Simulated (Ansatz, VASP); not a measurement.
# MnCrSb: VASP beside Ansatz

The input INCAR:

```
SYSTEM = MnCrSb
PREC = Accurate
ENCUT = 520
EDIFF = 1E-7
ISMEAR = -1
SIGMA = 0.05
LREAL = .FALSE.
LASPH = .TRUE.
NELM = 150
ALGO = Normal
ISIF = 2
LWAVE = .FALSE.
LCHARG = .FALSE.
ISPIN = 2
MAGMOM = 0 0 4 4 3 3
LORBIT = 11
LMAXMIX = 4
GGA = PE
NBANDS = 43
```

The input KPOINTS:

```
regular mesh
0
G
  7 7 5
  0 0 0
```

POSCAR

```
MnCrSb
1.0
    4.4523014860      0.0000000000      0.0000000000
   -2.2261507430      3.8558061922      0.0000000000
    0.0000000000      0.0000000000      5.4252152971
Sb Mn Cr
2 2 2
Direct
    0.3333333333      0.6666666667      0.2500000000
    0.6666666667      0.3333333333      0.7500000000
    0.0000000000      0.0000000000      0.5000000000
    0.0000000000      0.0000000000      0.0000000000
    0.3333333333      0.6666666667      0.7500000000
    0.6666666667      0.3333333333      0.2500000000
```

Contents of input.yaml:

```yaml
crystal:
  lattice:
    - [4.452301486, 0.0, 0.0]
    - [-2.226150743, 3.8558061922, 0.0]
    - [0.0, 0.0, 5.4252152971]
  atoms:
    - { symbol: Sb, position: [0.3333333333, 0.6666666667, 0.25] }
    - { symbol: Sb, position: [0.6666666667, 0.3333333333, 0.75] }
    - { symbol: Mn, position: [0.0, 0.0, 0.5], spin: 4.0 }
    - { symbol: Mn, position: [0.0, 0.0, 0.0], spin: 4.0 }
    - { symbol: Cr, position: [0.3333333333, 0.6666666667, 0.75], spin: 3.0 }
    - { symbol: Cr, position: [0.6666666667, 0.3333333333, 0.25], spin: 3.0 }
hamiltonian:
  xc: pbe
  pseudopotentials: { kind: paw }
magnetization:
  spin_polarized: true
kpoints:
  mp_grid: { grid: [7, 7, 5] }
scf:
  occupations: { method: fermi_dirac, width: 0.05 }
output:
  forces: true
  stress: true
  eigenvalues: true
  write_density: true
  write_potential: true
  elf: true
  volumetric_format: npy
```

Change from the starting cell: volume scaled by 0.94.

Alike in both runs: task single point; functional PBE; k mesh 7 × 7 × 5; occupations fermi-dirac, width 0.05 eV; collinear spin, ferromagnetic start.

|  | VASP | Ansatz |
| --- | --- | --- |
| version | VASP 6.6.1 | Ansatz 0.2.0 |
| potentials or method | VASP PAW PBE potentials, release 64 (Sb, Mn_pv, Cr_pv) | Ansatz PAW |
| plane-wave cutoff (eV) | 520 | 420 |
| valence electrons in the cell | 60 | 88 |

Ansatz gave:

* gap on the k mesh at the Fermi level (eV): none
* pressure (GPa): 6.8
* largest component of the traceless stress (GPa): 4.65
* net moment per atom (μB): 0.19
* size of the moment on the site where the two differ most (μB): 3.07

What did VASP give for the same quantities?

gap on the k mesh at the Fermi level (eV): none; pressure (GPa): 1.2; largest component of the traceless stress (GPa): 2.36; net moment per atom (μB): 1.59; size of the moment on the site where the two differ most (μB): 2.31.

The net moments differ so much that the two runs ended in different magnetic states, which moves the other rows too. Site moments also hang on the region over which each program counts them. A gap of «none» marks a metal or a gap that the smearing closes. The two sets of potentials don't hold the same shells in valence.

Caveats: only a ferromagnetic start was run, and an antiferromagnetic order may lie lower in energy; the starting moments weren't kept (Ansatz). Spin-orbit coupling is left out, which matters for the levels of Sb.
